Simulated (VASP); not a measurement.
The system is Ta3AsAu2O13.

```
Ta As Au O
1.0
     6.74023   -1.93700    0.00000
     6.74023    1.93700    0.00000
    -1.96169    0.00000   10.27665
Ta As Au O
3 1 2 13
Cartesian
  8.8546 0.0000 3.7666
  6.7177 0.0000 10.1675
  4.8008 0.0000 0.0811
  2.6556 0.0000 6.5622
  4.7098 0.0000 3.9240
  6.8094 0.0000 6.3996
  8.6553 0.0000 1.9202
  7.0810 0.0000 4.4263
  2.2460 0.0000 4.0885
  2.8208 0.0000 8.2668
  4.3635 0.0000 5.9350
  9.3101 0.0000 6.1089
  4.8372 0.0000 1.9289
  10.9410 0.0000 3.9212
  6.6506 0.0000 8.3470
  0.7165 0.0000 6.4333
  4.7774 0.0000 10.2547
  0.5564 0.0000 10.2747
  8.9934 0.0000 10.2406
```

The cell was built by a generator and needn't be a form met in nature.

| Item | Value |
| --- | --- |
| Program | VASP 6.6.1 |
| Task | relaxation of cell and atoms |
| Functional | PBE |
| Potentials or basis | VASP PAW PBE potentials, release 64 (Ta_pv, As, Au, O) |
| Cutoff | 520 eV |
| k mesh | 8 × 8 × 4 |
| Occupations | gaussian, width 0.1 eV |
| Spin | no spin polarisation |

At the start: pressure 1.0 GPa; volume 14.12 Å³/atom.

Task: Where does the relaxation end?

Result: Over 52 steps the energy falls by 12.8 meV/atom and the volume is 14.28 Å³/atom (+1.1 %); space group Cm (No. 8, to 0.05 Å).

The path:
| step | energy change (eV) | largest force (eV/Å) | pressure (GPa) | volume (Å³) |
| --- | --- | --- | --- | --- |
| 1 | 0.0000 | 0.7284 | 1.00 | 268.34 |
| 3 | -0.0372 | 0.4964 | 0.28 | 269.67 |
| 5 | -0.0769 | 0.5156 | -0.84 | 272.16 |
| 7 | -0.1146 | 0.3669 | 0.16 | 271.01 |
| 9 | -0.1571 | 0.6389 | 0.86 | 270.54 |
| 11 | -0.1854 | 0.3442 | -0.14 | 271.95 |
| 13 | -0.2004 | 0.3370 | -0.21 | 272.09 |
| 15 | -0.2128 | 0.6250 | 0.04 | 271.38 |
| 17 | -0.2234 | 0.3627 | 0.20 | 270.83 |
| 19 | -0.2302 | 0.2325 | -0.02 | 271.27 |
| 21 | -0.2335 | 0.1459 | -0.19 | 271.45 |
| 23 | -0.2361 | 0.1449 | 0.13 | 270.96 |
| 25 | -0.2381 | 0.1080 | 0.18 | 270.94 |
| 27 | -0.2397 | 0.0758 | -0.14 | 271.41 |
| 29 | -0.2410 | 0.0823 | -0.06 | 271.38 |
| 31 | -0.2417 | 0.0812 | 0.02 | 271.16 |
| 33 | -0.2421 | 0.0404 | 0.09 | 271.09 |
| 35 | -0.2424 | 0.0325 | -0.03 | 271.28 |
| 37 | -0.2426 | 0.0394 | -0.08 | 271.35 |
| 39 | -0.2429 | 0.0394 | 0.04 | 271.22 |
| 41 | -0.2430 | 0.0299 | 0.00 | 271.26 |
| 43 | -0.2431 | 0.0228 | 0.00 | 271.28 |
| 45 | -0.2432 | 0.0128 | -0.02 | 271.29 |
| 47 | -0.2432 | 0.0135 | -0.01 | 271.27 |
| 49 | -0.2432 | 0.0137 | 0.02 | 271.22 |
| 51 | -0.2432 | 0.0174 | 0.03 | 271.21 |
| 52 | -0.2433 | 0.0096 | 0.02 | 271.23 |

Final structure:
```
Ta As Au O
1.0
     6.79762   -1.92398    0.06439
     6.79762    1.92398    0.06439
    -1.88107    0.00000   10.35142
Ta As Au O
3 1 2 13
Direct
  0.70256 0.70256 0.36998
  0.64148 0.64148 0.99601
  0.35792 0.35792 0.00126
  0.29760 0.29760 0.63688
  0.39896 0.39896 0.36842
  0.59958 0.59958 0.63367
  0.65825 0.65825 0.19443
  0.58359 0.58359 0.44288
  0.21933 0.21933 0.40754
  0.34026 0.34026 0.79982
  0.41013 0.41013 0.56551
  0.78104 0.78104 0.58824
  0.38434 0.38434 0.17807
  0.85672 0.85672 0.35946
  0.61598 0.61598 0.81997
  0.15473 0.15473 0.64150
  0.49937 0.49937 0.99796
  0.18706 0.18706 0.00729
  0.81197 0.81197 0.99148
```
